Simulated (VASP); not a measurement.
Given:

```
CELL_PARAMETERS angstrom
      0.00000     2.69851     2.69851
      2.69851     0.00000     2.69851
      2.69851     2.69851     0.00000
ATOMIC_POSITIONS crystal
  Si 0.25000 0.25000 0.25000
  Si 0.75000 0.75000 0.75000
  Ni 0.00000 0.00000 0.00000
```

Calculation: PBEsol GGA, VASP's PBE PAW potentials (set 64) (plane waves; VASP). Numerical set-up: 480 eV cut-off, 10×10×10 Γ-centred mesh, first-order Methfessel-Paxton smearing of 0.10 eV, potentials Si Ni.

Each row applies one change to this cell, which was relaxed at other settings and keeps the small stress of the first row; at a fixed cut-off the stress holds a Pulay part, so it need not integrate to ΔE exactly. Stress is in GPa, positive when the cell is compressed.

| change | ΔE (meV/atom) | σxx | σyy | σzz | largest shear component, with its sign (GPa) | largest force (eV/Å) |
|---|---|---|---|---|---|---|
| none | 0.0 | -0.48 | -0.48 | -0.48 | 0.00 | 0.000 |
| atom 3 (Ni) moved by -0.025 Å along x | 1.1 | -0.46 | -0.42 | -0.42 | 0.00 | 0.253 |
| isotropic strain of +4.0 % | ___ | ___ | ___ | ___ | ___ | ___ |
| isotropic strain of -1.5 % | ___ | ___ | ___ | ___ | ___ | ___ |
| atom 2 (Si) moved by 0.150 Å along x | 31.3 | 1.46 | 0.34 | 0.34 | 4.41 | 1.257 |
| atom 2 (Si) moved by -0.025 Å along z | 0.9 | -0.45 | -0.45 | -0.43 | -0.70 | 0.211 |
| atom 3 (Ni) moved by 0.075 Å along y | 9.5 | 0.02 | -0.31 | 0.02 | 0.00 | 0.759 |
| isotropic strain of -0.5 % | 1.0 | 2.07 | 2.07 | 2.07 | 0.00 | 0.000 |

Question: Complete the blanks.

Answer: 
- isotropic strain of -1.5 %, ΔE (meV/atom): 12.7
- isotropic strain of -1.5 %, σxx: 7.68
- isotropic strain of -1.5 %, σyy: 7.68
- isotropic strain of -1.5 %, σzz: 7.68
- isotropic strain of -1.5 %, largest shear component, with its sign (GPa): 0.00
- isotropic strain of -1.5 %, largest force (eV/Å): 0.000
- isotropic strain of +4.0 %, ΔE (meV/atom): 85.3
- isotropic strain of +4.0 %, σxx: -14.52
- isotropic strain of +4.0 %, σyy: -14.52
- isotropic strain of +4.0 %, σzz: -14.52
- isotropic strain of +4.0 %, largest shear component, with its sign (GPa): 0.00
- isotropic strain of +4.0 %, largest force (eV/Å): 0.000

Failed runs are left out, and for metals the shear rows, which the mesh's noise covers.

The compound is NiSi2 in the fluorite structure. The run is not spin-polarised, so no magnetic state was tried.
